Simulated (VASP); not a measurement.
The input files of a VASP run:

**KPOINTS**
```
Automatic mesh
0
Gamma
5 5 3
0 0 0
```

INCAR:
```
SYSTEM = CdTe
PREC = Accurate
ENCUT = 400
EDIFF = 1E-6
NELM = 100
ALGO = Normal
LREAL = .FALSE.
LASPH = .TRUE.
ISMEAR = 0
SIGMA = 0.05
LMAXMIX = 4
LWAVE = .FALSE.
LCHARG = .FALSE.
IBRION = 2
ISIF = 3
NSW = 60
EDIFFG = -0.02
```

File POSCAR:
```
CdTe
1.0
  4.5335225255   0.0000000000   0.0000000000
  0.0000000000   4.5335225255   0.0000000000
  0.0000000000   0.0000000000   6.3987828563
Cd Te
2 2
direct
  0.0000000000   1.0000000000   1.0000000000
  0.5000000000   0.5000000000   0.5000000000
  0.5000000000   0.0000000000   0.2500000000
  1.0000000000   0.5000000000   0.7500000000
```

POTCAR, in this order: Cd Te (LDA.64 set). Program: vasp_std.

Question: Write an equivalent input for Quantum ESPRESSO's pw.x.

Answer: One equivalent input (not run):
```
&CONTROL
  calculation = 'vc-relax'
  pseudo_dir = './pseudo'
  outdir = './out'
  tprnfor = .true.
  tstress = .true.
  nstep = 60
  forc_conv_thr = 0.00078
/
&SYSTEM
  ibrav = 0
  nat = 4
  ntyp = 2
  ecutwfc = 102
  occupations = 'smearing'
  smearing = 'gaussian'
  degauss = 0.003675
  input_dft = 'pz'
/
&ELECTRONS
  conv_thr = 7.3e-08
  electron_maxstep = 100
/
&IONS
/
&CELL
/
ATOMIC_SPECIES
  Cd 112.414 Cd.upf
  Te 127.600 Te.upf
CELL_PARAMETERS angstrom
     4.5335225    0.0000000    0.0000000
     0.0000000    4.5335225    0.0000000
     0.0000000    0.0000000    6.3987829
ATOMIC_POSITIONS crystal
  Cd   0.0000000  1.0000000  1.0000000
  Cd   0.5000000  0.5000000  0.5000000
  Te   0.5000000  0.0000000  0.2500000
  Te   1.0000000  0.5000000  0.7500000
K_POINTS automatic
  5 5 3 0 0 0
```
Limits of the translation: the potentials are each code's own (VASP's PAW set, PseudoDojo norm-conserving files in pw.x), so ENCUT and ecutwfc are chosen apart and not converted; conv_thr bounds pw.x's estimated SCF error, while EDIFF bounds the energy change between steps; forc_conv_thr acts on force components and is met together with etot_conv_thr.

The compound is CdTe in the zinc blende structure. It was relaxed first. The start is the result of an earlier pass.
